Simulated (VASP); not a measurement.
Input:

```
CELL_PARAMETERS angstrom
      0.00000     3.25665     3.25665
      3.25665     0.00000     3.25665
      3.25665     3.25665     0.00000
ATOMIC_POSITIONS crystal
  Na 0.00000 0.00000 0.00000
  I  0.50000 0.50000 0.50000
```

All values below come from PBE GGA, VASP's PBE PAW potentials (set 64) (plane waves; VASP). Settings: 400 eV cut-off, 6×6×6 Γ-centred mesh, Gaussian smearing of 0.050 eV, potentials Na_pv I.

Unless said otherwise, spin-orbit coupling is left out, though it shifts the bands of the heavy elements here.

**Question.** Estimate the energy per atom (σ→0), band gap (on the k-mesh) with the smallest direct gap where there is one.

**Answer.** 
| Item | Result |
|---|---|
| band gap (on the k-mesh) | 3.59 eV |
| smallest direct gap (on the k-mesh) | 3.59 eV |
| energy per atom (σ→0) | -2.693 eV/atom |

Total energies compare only between runs with the same potentials, cut-off and functional.

The compound is NaI in the rock salt structure. It was relaxed first. The start is the result of an earlier pass.
